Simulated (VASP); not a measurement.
Level of theory: LDA (Ceperley-Alder, Perdew-Zunger), VASP's LDA PAW potentials (set 64) (plane waves; VASP).

The input files of a VASP run:

File KPOINTS:
```
kpoints
0
gamma
9 9 8
```

INCAR:
```
# general
SYSTEM  = Ga
PREC    = Accurate
ENCUT   = 520
LREAL   = F
LASPH   = T

# electronic loop
EDIFF   = 1E-7
NELM    = 100
ALGO    = Normal
LMAXMIX = 4

# smearing
ISMEAR  = -5

# ions
ISIF    = 2

# output
LWAVE   = F
LCHARG  = T
LORBIT  = 11
NEDOS   = 601

# other
LEFG    = T
```

POSCAR:
```
Ga
1
    2.1809232353    -3.7545092795    -0.0000000000
    2.1809232353     3.7545092795     0.0000000000
    0.0000000000     0.0000000000     4.4866615931
Ga
4
Direct
  0.1556376926   0.8443623074   0.9156188979
  0.3443623074   0.6556376926   0.4156188979
  0.6556376926   0.3443623074   0.5843811021
  0.8443623074   0.1556376926   0.0843811021
```

POTCAR, in this order: Ga_d (LDA.64 set). Program: vasp_std.

What VASP printed:

OSZICAR:
```
       N       E                     dE             d eps       ncg     rms          rms(c)
DAV:   1     0.354174804901E+03    0.35417E+03   -0.26289E+04  7825   0.323E+03
DAV:   2     0.268132530458E+02   -0.32736E+03   -0.32242E+03  7954   0.568E+02
DAV:   3    -0.134596164598E+02   -0.40273E+02   -0.40022E+02  8856   0.155E+02
DAV:   4    -0.146115080720E+02   -0.11519E+01   -0.11472E+01  8668   0.305E+01
DAV:   5    -0.146360771912E+02   -0.24569E-01   -0.24604E-01  9211   0.454E+00    0.278E+00
DAV:   6    -0.144713154793E+02    0.16476E+00   -0.28801E-01  9319   0.786E+00    0.146E+00
DAV:   7    -0.144255704379E+02    0.45745E-01   -0.84210E-02 10345   0.295E+00    0.310E-01
DAV:   8    -0.144226954794E+02    0.28750E-02   -0.18930E-02  8478   0.163E+00    0.533E-02
DAV:   9    -0.144227301671E+02   -0.34688E-04   -0.98739E-04  9088   0.360E-01    0.268E-02
DAV:  10    -0.144226995110E+02    0.30656E-04   -0.28902E-04  9027   0.224E-01    0.812E-03
DAV:  11    -0.144227064754E+02   -0.69644E-05   -0.47406E-05  9301   0.919E-02    0.347E-03
DAV:  12    -0.144227053916E+02    0.10838E-05   -0.75365E-06  9433   0.339E-02    0.643E-04
DAV:  13    -0.144227044183E+02    0.97328E-06   -0.96195E-07 10205   0.828E-03    0.461E-04
DAV:  14    -0.144227048774E+02   -0.45906E-06   -0.57381E-08  5045   0.224E-03    0.123E-04
DAV:  15    -0.144227049463E+02   -0.68874E-07   -0.15460E-08  4519   0.112E-03
   1 F= -.14422705E+02 E0= -.14422705E+02  d E =0.000000E+00
```

**OUTCAR**
```
------------------------ aborting loop because EDIFF is reached ----------------------------------------
  FORCE on cell =-STRESS in cart. coord.  units (eV):
  Direction    XX          YY          ZZ          XY          YZ          ZX
  --------------------------------------------------------------------------------------
  Total        0.0170929      0.1259599     -0.0495565      0.0000000      0.0000000      0.0000000
  in kB        0.3727174      2.7466030     -1.0805975      0.0000000      0.0000000      0.0000000
  external PRESSURE =       0.6795743 kB  Pullay stress =       0.0000000 kB
  volume of cell :       73.48
      direct lattice vectors                 reciprocal lattice vectors
     2.180923235 -3.754509280  0.000000000     0.229260706 -0.133173196  0.000000000
     2.180923235  3.754509280  0.000000000     0.229260706  0.133173196  0.000000000
     0.000000000  0.000000000  4.486661593     0.000000000  0.000000000  0.222882867
 POSITION                                       TOTAL-FORCE (eV/Angst)
 -----------------------------------------------------------------------------------
      2.18092      2.58582      4.10807         0.000000      0.022045      0.006139
      2.18092      1.16869      1.86474         0.000000     -0.022045      0.006139
      2.18092     -1.16869      2.62192         0.000000      0.022045     -0.006139
      2.18092     -2.58582      0.37859         0.000000     -0.022045     -0.006139
 -----------------------------------------------------------------------------------
    total drift:                               -0.000000      0.000000      0.000000
  FREE ENERGIE OF THE ION-ELECTRON SYSTEM (eV)
  ---------------------------------------------------
  free  energy   TOTEN  =       -14.4227049463 eV

  energy  without entropy=      -14.4227049463  energy(sigma->0) =      -14.42270495

 total charge

# of ion       s       p       d       tot
------------------------------------------
    1        0.960   0.770   9.965  11.695
    2        0.960   0.770   9.965  11.695
    3        0.960   0.770   9.965  11.695
    4        0.960   0.770   9.965  11.695
--------------------------------------------------
tot          3.840   3.081  39.860  46.781

 Electric field gradients after diagonalization (V/A^2)
 (convention: |V_zz| > |V_xx| > |V_yy|)
----------------------------------------------------------------------
 ion       V_xx      V_yy      V_zz     asymmetry (V_yy - V_xx)/ V_zz
----------------------------------------------------------------------
   1      21.758    19.249   -41.007       0.061
   2      21.758    19.249   -41.007       0.061
   3      21.758    19.249   -41.007       0.061
   4      21.758    19.249   -41.007       0.061
```
(Selected blocks of OUTCAR.)

File OUTCAR:
```
 val. band max:        5.4686911455   @ k =   0.0000   0.0000   0.5000

 cond. band min:       4.8996670155   @ k =  -0.3333   0.3333   0.5000


 Fermi energy:         5.3998100757

 k-point     1 :       0.0000    0.0000    0.0000
  band No.  band energies     occupation
      1      -9.9949      2.00000
      2      -9.9747      2.00000
      3      -9.9276      2.00000
      4      -9.9173      2.00000
      5      -9.9140      2.00000
      6      -9.8769      2.00000
      7      -9.8095      2.00000
      8      -9.7439      2.00000
      9      -9.7081      2.00000
     10      -9.6983      2.00000
     11      -9.6842      2.00000
     12      -9.6739      2.00000
     13      -9.6532      2.00000
     14      -9.6235      2.00000
     15      -9.5794      2.00000
     16      -9.5306      2.00000
     17      -9.4758      2.00000
     18      -9.4634      2.00000
     19      -9.4168      2.00000
     20      -9.3493      2.00000
     21      -6.1644      2.00000
     22       0.9551      2.00000
     23       1.2974      2.00000
     24       3.6263      2.00000
     25       3.9818      2.00000
     26       4.5380      2.00000
     27       6.3899      0.00000
     28       6.4059      0.00000
     29       6.5253      0.00000
     30      10.7871      0.00000
     31      10.9020      0.00000

 k-point     2 :       0.1111    0.0000    0.0000
  band No.  band energies     occupation
      1      -9.9976      2.00000
      2      -9.9685      2.00000
      3      -9.9335      2.00000
      4      -9.9229      2.00000
      5      -9.9013      2.00000
      6      -9.8733      2.00000
      7      -9.8115      2.00000
      8      -9.7778      2.00000
      9      -9.7128      2.00000
     10      -9.7073      2.00000
     11      -9.6643      2.00000
     12      -9.6613      2.00000
     13      -9.6481      2.00000
     14      -9.6183      2.00000
     15      -9.5751      2.00000
     16      -9.5206      2.00000
     17      -9.4775      2.00000
...
```

For a metal the tetrahedron method with Blöchl corrections gives inexact stress and forces.

The compound is Ga in the alpha structure. It was relaxed first, which changed the volume by -6 %.
